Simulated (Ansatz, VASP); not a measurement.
# Pt4F (F/Pt(111)) in two plane-wave programs, part 2 of 2

Wanted: the spread between two codes on one cell, functional and k mesh. Of the first pair: The structure shown is the start of the Ansatz relaxation below; VASP solves that cell, so the two are compared at the walk's first step.

VASP 6.6.1 and Ansatz 0.2.0.

So far: The structure; Ansatz: relaxation, PBE; VASP: single point, PBE, start cell, pair 1.

### 4. Side by side

Known differences besides the potentials themselves: the data sets hold 79 valence electrons in Ansatz (on its default PAW (the set named soft_2) files) and 47 in VASP; the cutoff is 420 eV in Ansatz and 520 eV in VASP. Total energies have different zeros and are not compared.

Forces (eV/Å; atoms numbered as in POSCAR):

| atom | Ansatz x, y, z | VASP x, y, z |
| --- | --- | --- |
| Pt1 | 0.000, 0.000, -0.536 | 0.000, 0.000, -0.514 |
| Pt2 | 0.000, 0.000, 0.561 | 0.000, 0.000, 0.554 |
| Pt3 | 0.000, 0.000, 0.608 | 0.000, 0.000, 0.604 |
| Pt4 | 0.000, 0.000, -7.984 | 0.000, 0.000, -8.152 |
| F5 | 0.000, 0.000, 7.351 | 0.000, 0.000, 7.506 |

The forces differ by 59 meV/Å r.m.s., which is 2.1 % of the r.m.s. force of 2.872 eV/Å (both taken over all components). With vacuum in the cell, a pressure given here is an average over mostly empty space and none of the material.

### 5. Ansatz: relaxation, PBE

This run makes the geometry at which the two programs are then compared.

The structure compared here is the end of the Ansatz relaxation.

File input.yaml:

```yaml
crystal:
  lattice:
    - [2.7718585823, 0.0, 0.0]
    - [1.3859292911, 2.4004999479, 0.0]
    - [0.0, 0.0, 26.0847643509]
  atoms:
    - { symbol: Pt, position: [0.0, 0.0, 0.3450289939] }
    - { symbol: Pt, position: [0.3333333333, 0.3333333333, 0.4317927854] }
    - { symbol: Pt, position: [0.6666666667, 0.6666666667, 0.520225998] }
    - { symbol: Pt, position: [0.0, 0.0, 0.6097618244] }
    - { symbol: F, position: [0.3333333333, 0.3333333333, 0.6549710061] }
kpoints:
  mp_grid: { grid: [12, 12, 1] }
hamiltonian:
  xc: pbe
scf:
  occupations: { method: fermi_dirac, width: 0.1 }
  convergence: { dr2_threshold: 1.0e-08 }
efield:
  axis: 3
  dipole_correction: true
  ramp_position: 0.97
  ramp_width: 0.06
relax:
  f_tol: 0.02
  max_steps: 60
  constraints: [{ sites: [0, 1] }]
output:
  write_potential: true
  write_density: true
  volumetric_format: npy
```

Run with:

```bash
$ ansatz run input.yaml --threads 4 --pin off --max-ram 6144MiB --backend cpu --events-out ev --progress --plain --runs-dir out
```

Numbers of over 12 decimals in the logs are rounded to 6 here.

Log:

```text
[...]
Crystal: 5 atoms, lattice volume = 173.564 Å³
Basis set: ecut = 420 eV, 3411 PW (Γ), exchange–correlation on 40×40×360 points (8 copies of the dense FFT grid, shifted against one another)
Bands: 48, of which v1, the nominal top of the filled ones, is band 40 counted from 1 (39 counted from 0)
Symmetry: 6 space group operations
[...]
--- Relaxed structure (5 steps of the walk, 5 accepted, 0 SCFs on fresh bases) ---
  F+E_penalty+E_count = -50897.55340235 eV   max|allowed force component| = 1.112e-2 eV/Å
  atoms:
[...]
- { symbol: Pt, position: [0.333333, 0.333333, 0.431793] }
    - { symbol: Pt, position: [0.666667, 0.666667, 0.519563] }
[...]
- { symbol: F, position: [0.333333, 0.333333, 0.668762] }
[key lines of the parts left out:]
SCF converged after 9 iterations
Free energy (F): -50897.553402 eV
Fermi energy:    3.917096 eV
Dipole field:    D = -0.114344 V/Å  (p = -0.109676 e·Å, saw-weighted, corrected)
Work function:   Φ+ = 8.6634 eV   Φ− = 5.6809 eV
```

### 6. VASP: single point, PBE, relaxed cell, pair 2

The same cell, functional, mesh and smearing now go to VASP, with its own data sets.

File INCAR:

```
SYSTEM = Pt4F
PREC = Accurate
ENCUT = 520
EDIFF = 1E-06
NELM = 120
ISMEAR = -1
SIGMA = 0.1
LREAL = .FALSE.
ALGO = Normal
GGA = PE
NBANDS = 29
LASPH = .TRUE.
LORBIT = 11
LWAVE = .FALSE.
LCHARG = .FALSE.
ISIF = 2
LDIPOL = .TRUE.
IDIPOL = 3
DIPOL = 0.5 0.5 0.515
LVHAR = .TRUE.
GGA_COMPAT = .FALSE.
NELMDL = -8
KPAR = 4
```

File POSCAR:

```
Pt4F
1.0
    2.7718585823      0.0000000000      0.0000000000
    1.3859292911      2.4004999479      0.0000000000
    0.0000000000      0.0000000000     26.0847643509
Pt F
4 1
Direct
    1.0000000000      1.0000000000      0.3450289939
    0.3333333333      0.3333333333      0.4317927854
    0.6666666666      0.6666666666      0.5195633487
    1.0000000000      1.0000000000      0.6046149315
    0.3333333333      0.3333333333      0.6687624832
```

File KPOINTS:

```
Automatic mesh
0
Gamma
12 12 1
0 0 0
```

Potentials, in the order of the species: Pt and F (PBE family, release 64).

Run with:

```bash
$ mpirun -np 4 vasp_std
```

Log:

```text
[... set-up lines as in an earlier step ...]
 entering main loop
       N       E                     dE             d eps       ncg     rms          rms(c)
DAV:   1     0.347779976743E+03    0.34778E+03   -0.21642E+04  1102   0.139E+03
DAV:   2    -0.456454259464E+01   -0.35234E+03   -0.33374E+03  1389   0.299E+02
DAV:   3    -0.287226050310E+02   -0.24158E+02   -0.22246E+02  1375   0.757E+01
DAV:   4    -0.294561967510E+02   -0.73359E+00   -0.71849E+00  1286   0.126E+01
[...]
DAV:  35    -0.261365429387E+02   -0.42031E-05   -0.30226E-06   736   0.953E-03    0.446E-03
DAV:  36    -0.261365463326E+02   -0.33939E-05   -0.11126E-06   691   0.733E-03    0.276E-03
DAV:  37    -0.261365473265E+02   -0.99392E-06   -0.12016E-07   691   0.213E-03
   1 F= -.26136547E+02 E0= -.25994459E+02  d E =-.284177E+00
```

OUTCAR, selected parts (step 6):

```text
  Total        2.6894572      2.6894572      1.0740904     -0.0000000     -0.0000000     -0.0000000
  in kB       24.8265015     24.8265015      9.9149776     -0.0000000     -0.0000000     -0.0000000
  external PRESSURE =      19.8559935 kB  Pullay stress =       0.0000000 kB

 POSITION                                       TOTAL-FORCE (eV/Angst)
 -----------------------------------------------------------------------------------
      0.00000      0.00000      9.00000        -0.000000     -0.000000     -0.540453
      1.38593      0.80017     11.26321        -0.000000      0.000000      0.555867
      2.77186      1.60033     13.55269         0.000000      0.000000      0.005127
      0.00000      0.00000     15.77124        -0.000000     -0.000000     -0.037645
      1.38593      0.80017     17.44451         0.000000      0.000000      0.017104
 -----------------------------------------------------------------------------------
    total drift:                                0.000000      0.000000      0.000592

  FREE ENERGIE OF THE ION-ELECTRON SYSTEM (eV)
  ---------------------------------------------------
  free  energy   TOTEN  =       -26.1365473265 eV

  energy  without entropy=      -25.8523706475  energy(sigma->0) =      -25.99445899

[... 2 parts as in an earlier step ...]

[... 1 further part left out ...]
[key lines of the parts left out:]
E-fermi :  -0.5026
```

### 7. Comparison

What differs besides the data sets and the points named for the pairs above, as far as they apply: the data sets hold 79 valence electrons in Ansatz (on its default PAW (the set named soft_2) files) and 47 in VASP. Total energies have different zeros and are not compared.

Compared:

| quantity | Ansatz | VASP | difference |
| --- | --- | --- | --- |
| work function, lower of the two faces (eV) | 5.68 | 5.68 | 0.00 |
| work function, higher of the two faces (eV) | 8.66 | 8.70 | -0.04 |

Forces (eV/Å; atoms numbered as in POSCAR):

| atom | Ansatz x, y, z | VASP x, y, z |
| --- | --- | --- |
| Pt1 | 0.000, 0.000, -0.562 | 0.000, 0.000, -0.540 |
| Pt2 | 0.000, 0.000, 0.563 | 0.000, 0.000, 0.556 |
| Pt3 | 0.000, 0.000, 0.002 | 0.000, 0.000, 0.005 |
| Pt4 | 0.000, 0.000, -0.011 | 0.000, 0.000, -0.038 |
| F5 | 0.000, 0.000, 0.008 | 0.000, 0.000, 0.017 |

The forces differ by 9.3 meV/Å r.m.s., which is 4.6 % of the r.m.s. force of 0.200 eV/Å (both taken over all components). With vacuum in the cell, a pressure given here is an average over mostly empty space and none of the material.

### 8. Ansatz: relaxation, PBE

This run makes the geometry at which the two programs are then compared. This pair takes another cell of the material, with 17 atoms against 5 for the pair before.

The structure compared here is the end of the Ansatz relaxation.

File input.yaml:

```yaml
crystal:
  lattice:
    - [5.5437171645, 1.0e-10, 0.0]
    - [2.7718585822, 4.8009998959, 0.0]
    - [0.0, 0.0, 26.0847643509]
  atoms:
    - { symbol: Pt, position: [0.0, 0.0, 0.3450289939] }
    - { symbol: Pt, position: [0.1666666667, 0.1666666667, 0.4317927854] }
    - { symbol: Pt, position: [0.3333333333, 0.3333333333, 0.520225998] }
    - { symbol: Pt, position: [0.0, 0.0, 0.6097618244] }
    - { symbol: Pt, position: [0.0, 0.5, 0.3450289939] }
    - { symbol: Pt, position: [0.1666666667, 0.6666666667, 0.4317927854] }
    - { symbol: Pt, position: [0.3333333333, 0.8333333333, 0.520225998] }
    - { symbol: Pt, position: [0.0, 0.5, 0.6097618244] }
    - { symbol: Pt, position: [0.5, 0.0, 0.3450289939] }
    - { symbol: Pt, position: [0.6666666667, 0.1666666667, 0.4317927854] }
    - { symbol: Pt, position: [0.8333333333, 0.3333333333, 0.520225998] }
    - { symbol: Pt, position: [0.5, 0.0, 0.6097618244] }
    - { symbol: Pt, position: [0.5, 0.5, 0.3450289939] }
    - { symbol: Pt, position: [0.6666666667, 0.6666666667, 0.4317927854] }
    - { symbol: Pt, position: [0.8333333333, 0.8333333333, 0.520225998] }
    - { symbol: Pt, position: [0.5, 0.5, 0.6097618244] }
    - { symbol: F, position: [0.1666666667, 0.1666666667, 0.6549710061] }
kpoints:
  mp_grid: { grid: [6, 6, 1] }
hamiltonian:
  xc: pbe
scf:
  occupations: { method: fermi_dirac, width: 0.1 }
  convergence: { dr2_threshold: 1.0e-08 }
efield:
  axis: 3
  dipole_correction: true
  ramp_position: 0.97
  ramp_width: 0.06
relax:
  f_tol: 0.02
  max_steps: 60
  constraints: [{ sites: [0, 1, 4, 5, 8, 9, 12, 13] }]
output:
  dos: { projected: true, e_range: [-8, 4] }
  write_potential: true
  write_density: true
  volumetric_format: npy
  elf: true
```

Run with:

```bash
$ ansatz run input.yaml --threads 4 --pin off --max-ram 6144MiB --backend cpu --events-out ev --progress --plain --runs-dir out
```

Log:

```text
[...]
Crystal: 17 atoms, lattice volume = 694.256 Å³
Basis set: ecut = 420 eV, 13611 PW (Γ), exchange–correlation on 80×80×360 points (8 copies of the dense FFT grid, shifted against one another)
Bands: 177, of which v1, the nominal top of the filled ones, is band 148 counted from 1 (147 counted from 0)
Symmetry: 6 space group operations
[...]
k-points: 7 of 36 (time reversal used)
[...]
- { symbol: Pt, position: [0.0, 0.5, 0.345029] }
    - { symbol: Pt, position: [0.166667, 0.666667, 0.431793] }
    - { symbol: Pt, position: [0.333041, 0.833918, 0.519147] }
    - { symbol: Pt, position: [-0.00193846, 0.503877, 0.609568] }
    - { symbol: Pt, position: [0.500000, -1.7959490103280128e-17, 0.345029] }
[...]
- { symbol: Pt, position: [0.500000, 0.5, 0.345029] }
    - { symbol: Pt, position: [0.666667, 0.666667, 0.431793] }
    - { symbol: Pt, position: [0.833333, 0.833333, 0.523875] }
    - { symbol: Pt, position: [0.500000, 0.5, 0.607485] }
    - { symbol: F, position: [0.166667, 0.166667, 0.675611] }
```

### 9. VASP: single point, PBE, relaxed cell, pair 3

The same cell, functional, mesh and smearing now go to VASP, with its own data sets.

Changes to INCAR since step 6:

```diff
@@ -1,2 +1,2 @@
-SYSTEM = Pt4F
+SYSTEM = Pt16F
 PREC = Accurate
@@ -10,3 +10,3 @@
 GGA = PE
-NBANDS = 29
+NBANDS = 103
 LASPH = .TRUE.
@@ -18,3 +18,3 @@
 IDIPOL = 3
-DIPOL = 0.5 0.5 0.515
+DIPOL = 0.5 0.5 0.488
 LVHAR = .TRUE.
```

File POSCAR:

```
Pt16F
1.0
    5.5437171645      0.0000000001      0.0000000000
    2.7718585822      4.8009998959      0.0000000000
    0.0000000000      0.0000000000     26.0847643509
Pt F
16 1
Direct
    0.0000000000      0.0000000000      0.3450289939
    0.1666666667      0.1666666667      0.4317927854
    0.3330407860      0.3330407860      0.5191465980
    0.9980615429      0.9980615429      0.6095677204
    0.0000000000      0.5000000000      0.3450289939
    0.1666666667      0.6666666667      0.4317927854
    0.3330407860      0.8339184282      0.5191465980
    0.9980615429      0.5038769142      0.6095677204
    0.5000000000      0.0000000000      0.3450289939
    0.6666666667      0.1666666667      0.4317927854
    0.8339184282      0.3330407860      0.5191465980
    0.5038769142      0.9980615429      0.6095677204
    0.5000000000      0.5000000000      0.3450289939
    0.6666666667      0.6666666667      0.4317927854
    0.8333333334      0.8333333334      0.5238745188
    0.5000000000      0.5000000000      0.6074848681
    0.1666666667      0.1666666667      0.6756111348
```

File KPOINTS:

```
Automatic mesh
0
Gamma
6 6 1
0 0 0
```

Run with:

```bash
$ mpirun -np 4 vasp_std
```

Log:

```text
[banner, memory and clock lines left out]
running    4 mpi-ranks, on    1 nodes
[...]
|                                                                             |
|               ----> ADVICE to this user running VASP <----                  |
|                                                                             |
|     You have a (more or less) 'large supercell' and for larger cells it     |
|     might be more efficient to use real-space projection operators.         |
|     Therefore, try LREAL= Auto in the INCAR file.                           |
|     Mind: For very accurate calculation, you might also keep the            |
|     reciprocal projection scheme (i.e. LREAL=.FALSE.).                      |
|                                                                             |

 LDA part: xc-table for (Slater+PW92), standard interpolation
 POSCAR, INCAR and KPOINTS ok, starting setup
[...]
entering main loop
       N       E                     dE             d eps       ncg     rms          rms(c)
DAV:   1     0.118841707946E+04    0.11884E+04   -0.74335E+04  1442   0.138E+03
DAV:   2    -0.151591142250E+02   -0.12036E+04   -0.11072E+04  1701   0.291E+02
DAV:   3    -0.101158940852E+03   -0.86000E+02   -0.78502E+02  1716   0.725E+01
DAV:   4    -0.104176193278E+03   -0.30173E+01   -0.29386E+01  1702   0.134E+01
[...]
DAV:  39    -0.966412007167E+02   -0.25853E-05   -0.93082E-08   905   0.901E-04    0.322E-03
DAV:  40    -0.966412021905E+02   -0.14738E-05   -0.20613E-07   902   0.145E-03    0.112E-03
DAV:  41    -0.966412030906E+02   -0.90013E-06   -0.78838E-08   891   0.746E-04
   1 F= -.96641203E+02 E0= -.96163548E+02  d E =-.955309E+00
```

OUTCAR, selected parts (step 9):

```text
  Total       -4.3890595     -4.3890595      3.8441452     -0.0000000     -0.0000000     -0.0000000
  in kB      -10.1289021    -10.1289021      8.8713698     -0.0000000     -0.0000000     -0.0000000
  external PRESSURE =      -3.7954781 kB  Pullay stress =       0.0000000 kB

 POSITION                                       TOTAL-FORCE (eV/Angst)
 -----------------------------------------------------------------------------------
      0.00000      0.00000      9.00000         0.000872      0.000504     -0.433127
      1.38593      0.80017     11.26321        -0.000000     -0.000000      0.384929
      2.76943      1.59893     13.54182         0.004427      0.002556      0.000784
      8.29946      4.79169     15.90043        -0.010439     -0.006027     -0.018271
      1.38593      2.40050      9.00000         0.000000     -0.001007     -0.433127
      2.77186      3.20067     11.26321        -0.110160      0.063601      0.547243
      4.15779      4.00364     13.54182         0.000000     -0.005112      0.000784
      6.92965      2.41911     15.90043        -0.000000      0.012054     -0.018271
      2.77186      0.00000      9.00000        -0.000872      0.000504     -0.433127
      4.15779      0.80017     11.26321         0.000000     -0.127202      0.547243
      5.54615      1.59893     13.54182        -0.004427      0.002556      0.000784
      5.55984      4.79169     15.90043         0.010439     -0.006027     -0.018271
      4.15779      2.40050      9.00000        -0.000000     -0.000000     -0.655603
      5.54372      3.20067     11.26321         0.110160      0.063601      0.547243
[...]
-----------------------------------------------------------------------------------
    total drift:                                0.000000      0.000000     -0.000506

  FREE ENERGIE OF THE ION-ELECTRON SYSTEM (eV)
  ---------------------------------------------------
  free  energy   TOTEN  =       -96.6412030906 eV

  energy  without entropy=      -95.6858936090  energy(sigma->0) =      -96.16354835

[... 3 further parts left out ...]
[key lines of the parts left out:]
E-fermi :  -0.0353
```

### 10. Side by side

What differs besides the data sets and the points named for the pairs above, as far as they apply: the data sets hold 295 valence electrons in Ansatz (on its default PAW (the set named soft_2) files) and 167 in VASP. Total energies have different zeros and are not compared.

The two programs side by side:

| quantity | Ansatz | VASP | difference |
| --- | --- | --- | --- |
| work function, lower of the two faces (eV) | 5.70 | 5.70 | 0.00 |
| work function, higher of the two faces (eV) | 6.58 | 6.60 | -0.02 |

Forces on 10 of the 17 atoms, those with the largest forces and the largest differences (eV/Å; atoms numbered as in POSCAR):

| atom | Ansatz x, y, z | VASP x, y, z |
| --- | --- | --- |
| Pt1 | 0.001, 0.000, -0.455 | 0.001, 0.001, -0.433 |
| Pt4 | 0.001, 0.000, 0.003 | -0.010, -0.006, -0.018 |
| Pt5 | 0.000, -0.001, -0.455 | 0.000, -0.001, -0.433 |
| Pt6 | -0.111, 0.064, 0.552 | -0.110, 0.064, 0.547 |
| Pt8 | 0.000, -0.001, 0.003 | 0.000, 0.012, -0.018 |
| Pt9 | -0.001, 0.000, -0.455 | -0.001, 0.001, -0.433 |
| Pt10 | 0.000, -0.128, 0.552 | 0.000, -0.127, 0.547 |
| Pt12 | -0.001, 0.000, 0.003 | 0.010, -0.006, -0.018 |
| Pt13 | 0.000, 0.000, -0.678 | 0.000, 0.000, -0.656 |
| Pt14 | 0.111, 0.064, 0.552 | 0.110, 0.064, 0.547 |

The forces differ by 9.3 meV/Å r.m.s., which is 4.6 % of the r.m.s. force of 0.202 eV/Å (both taken over all components). With vacuum in the cell, a pressure given here is an average over mostly empty space and none of the material.

### 11. Results

```json
{
 "r.m.s. force difference (single point, PBE, start cell, pair 1)": "2.1 % of the r.m.s. force",
 "r.m.s. force difference (single point, PBE, relaxed cell, pair 2)": "4.6 % of the r.m.s. force",
 "r.m.s. force difference (single point, PBE, relaxed cell, pair 3)": "4.6 % of the r.m.s. force"
}
```

What this shows: The r.m.s. force difference is 4.6 % of the r.m.s. force (single point, PBE, relaxed cell, pair 2), beyond the 3 % picked in this series as the mark of a large difference. The data sets hold unlike numbers of valence electrons (79 in Ansatz and 47 in VASP and 295 in Ansatz and 167 in VASP), so part of the differences comes from the potentials. 1 further run of this series is not shown here. How closely two codes agree says nothing of how well the functional describes the real material.

[Lines on the potential files, build, host, timing and source positions are cut from VASP's logs without a mark.]

[Logs are printed without paths, hosts, clocks, repeated set-up lines and the standing remarks that a program may print on its own settings, such as how far it seeks lower states.]

[Hosts, paths, dates, database ids (printed as entryN), source tags and the programs' standing remarks are cut or masked in the printed files.]
